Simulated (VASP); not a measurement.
These are revPBE GGA, VASP's PBE PAW potentials (set 64) (plane waves; VASP) values and carry that method's errors.

A VASP calculation is set up with these files.

INCAR:
```
LORBIT=11
LASPH=.True.
LREAL=.False.   ! projection in real space or not
ISMEAR=0
SIGMA=0.05
ALGO=Normal   ! blocked Davidson
SYSTEM=SrTiO3
LCHARG=.False.
NELM=100   ! most electronic steps
GGA=RE   ! revPBE
ICHARG=11   ! fixed density
LMAXMIX=4   ! l cut-off of mixed one-centre charges
LWAVE=.False.
ENCUT=520
PREC=Accurate
EDIFF=1E-7
```

File POSCAR:
```
SrTiO3
1
    3.9681563999     0.0000000000     0.0000000000
    0.0000000000     3.9681563999     0.0000000000
    0.0000000000     0.0000000000     3.9681563999
Sr Ti O
1 1 3
Direct
  0.0000000000   0.0000000000   0.0000000000
  0.5000000000   0.5000000000   0.5000000000
  0.5000000000   0.0000000000   0.5000000000
  0.0000000000   0.5000000000   0.5000000000
  0.5000000000   0.5000000000   0.0000000000
```

KPOINTS:
```
k-points along high-symmetry lines
15
Line-mode
Reciprocal
  0.000000   0.000000   0.000000 ! GAMMA
  0.000000   0.500000   0.000000 ! X

  0.000000   0.500000   0.000000 ! X
  0.500000   0.500000   0.000000 ! M

  0.500000   0.500000   0.000000 ! M
  0.000000   0.000000   0.000000 ! GAMMA

  0.000000   0.000000   0.000000 ! GAMMA
  0.500000   0.500000   0.500000 ! R

  0.500000   0.500000   0.500000 ! R
  0.000000   0.500000   0.000000 ! X

  0.500000   0.500000   0.500000 ! R
  0.500000   0.500000   0.000000 ! M
```

POTCAR, in this order: Sr_sv Ti_sv O (PBE.64 set). Program: vasp_std. Read from the step before: CHGCAR.

The run wrote:

File OSZICAR:
```
       N       E                     dE             d eps       ncg     rms          rms(c)
DAV:   1     0.416325060648E+03    0.41633E+03   -0.22333E+04  4320   0.186E+03
DAV:   2     0.125252771157E+02   -0.40380E+03   -0.39758E+03  4888   0.488E+02
DAV:   3    -0.350240272222E+02   -0.47549E+02   -0.45734E+02  7072   0.142E+02
DAV:   4    -0.370826804572E+02   -0.20587E+01   -0.20577E+01  5376   0.287E+01
DAV:   5    -0.371676062772E+02   -0.84926E-01   -0.84925E-01  6304   0.474E+00
DAV:   6    -0.371687602273E+02   -0.11540E-02   -0.11539E-02  5704   0.569E-01
DAV:   7    -0.371687875137E+02   -0.27286E-04   -0.27286E-04  6336   0.767E-02
DAV:   8    -0.371687879578E+02   -0.44416E-06   -0.44415E-06  5680   0.928E-03
DAV:   9    -0.371687879685E+02   -0.10606E-07   -0.10578E-07  4096   0.141E-03
   1 F= -.37168788E+02 E0= -.37168788E+02  d E =-.166747E-17
```

File OUTCAR:
```
 val. band max:        3.8953923356   @ k =   0.5000   0.5000   0.5000

 cond. band min:       5.6896224208   @ k =   0.0000   0.0000   0.0000



 k-point     1 :       0.0000    0.0000    0.0000
  band No.  band energies     occupation
      1     -52.8746      2.00000
      2     -29.1164      2.00000
      3     -29.0374      2.00000
      4     -29.0374      2.00000
      5     -29.0374      2.00000
      6     -13.4234      2.00000
      7     -12.4950      2.00000
      8     -12.4950      2.00000
      9     -11.0903      2.00000
     10     -11.0903      2.00000
     11     -11.0903      2.00000
     12       1.1227      2.00000
     13       1.1227      2.00000
     14       1.1227      2.00000
     15       2.8085      2.00000
     16       2.8085      2.00000
     17       2.8085      2.00000
     18       3.5186      2.00000
     19       3.5186      2.00000
     20       3.5186      2.00000
     21       5.6896      0.00000
     22       5.6896      0.00000
     23       5.6896      0.00000
     24       7.8579      0.00000

 k-point     2 :       0.0000    0.0357    0.0000
  band No.  band energies     occupation
      1     -52.8746      2.00000
      2     -29.1175      2.00000
      3     -29.0373      2.00000
      4     -29.0373      2.00000
      5     -29.0368      2.00000
      6     -13.4233      2.00000
      7     -12.4969      2.00000
      8     -12.4945      2.00000
      9     -11.0898      2.00000
     10     -11.0898      2.00000
     11     -11.0816      2.00000
     12       1.1065      2.00000
     13       1.1223      2.00000
     14       1.1223      2.00000
     15       2.7920      2.00000
     16       2.7920      2.00000
     17       2.7977      2.00000
     18       3.4760      2.00000
     19       3.5089      2.00000
     20       3.5089      2.00000
     21       5.6914      0.00000
     22       5.7191      0.00000
     23       5.7191      0.00000
     24       7.8584      0.00000

...
```

The density is held fixed in this step, so its total energy and stress have no physical meaning.

The compound is SrTiO3 in the cubic perovskite structure, the ideal cubic form; the compound distorts at low or room temperature. It was relaxed first.
